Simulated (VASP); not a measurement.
Consider the following.

```
CELL_PARAMETERS angstrom
      2.24202    -3.88330     0.00000
      2.24202     3.88330     0.00000
      0.00000     0.00000     7.32596
ATOMIC_POSITIONS crystal
  Ag 0.66667 0.33333 0.50003
  Ag 0.33333 0.66667 0.00003
  I  0.66667 0.33333 0.87497
  I  0.33333 0.66667 0.37497
```

All values below come from LDA (Ceperley-Alder, Perdew-Zunger), VASP's LDA PAW potentials (set 64) (plane waves; VASP). Settings: 400 eV cut-off, Gaussian smearing of 0.050 eV, potentials Ag I.

Unless said otherwise, spin-orbit coupling is left out, though it shifts the bands of the heavy elements here.

Problem. Give the energies of bands 8 to 21 at the high-symmetry points, in eV from the valence-band maximum.

Solution. 
| band | Γ | M | K | A | L | H |
|---|---|---|---|---|---|---|
| 8 | -4.54 | -4.17 | -4.26 | -4.63 | -4.33 | -4.23 |
| 9 | -3.52 | -3.52 | -3.54 | -3.45 | -3.40 | -3.53 |
| 10 | -3.52 | -3.43 | -3.54 | -3.45 | -3.40 | -3.53 |
| 11 | -3.40 | -3.37 | -3.54 | -3.45 | -3.30 | -3.25 |
| 12 | -3.40 | -3.35 | -3.51 | -3.45 | -3.30 | -3.25 |
| 13 | -3.29 | -3.06 | -2.95 | -1.93 | -3.18 | -3.10 |
| 14 | -0.83 | -2.97 | -2.91 | -1.93 | -3.18 | -3.10 |
| 15 | -0.83 | -2.54 | -2.91 | -0.43 | -1.45 | -2.26 |
| 16 | -0.09 | -2.07 | -1.78 | -0.43 | -1.45 | -2.26 |
| 17 | 0.00 | -1.24 | -1.78 | -0.43 | -1.43 | -1.31 |
| 18 | 0.00 | -0.84 | -1.56 | -0.43 | -1.43 | -1.31 |
| 19 | 1.13 | 3.19 | 3.98 | 2.48 | 3.00 | 3.79 |
| 20 | 2.39 | 3.32 | 4.55 | 2.48 | 3.00 | 3.79 |
| 21 | 5.50 | 4.54 | 4.55 | 5.46 | 4.64 | 5.41 |

The gap is direct, 1.13 eV, from the valence maximum at Γ to the conduction minimum at Γ.

The compound is AgI in the wurtzite structure. It was relaxed first, which changed the volume by -7 %.
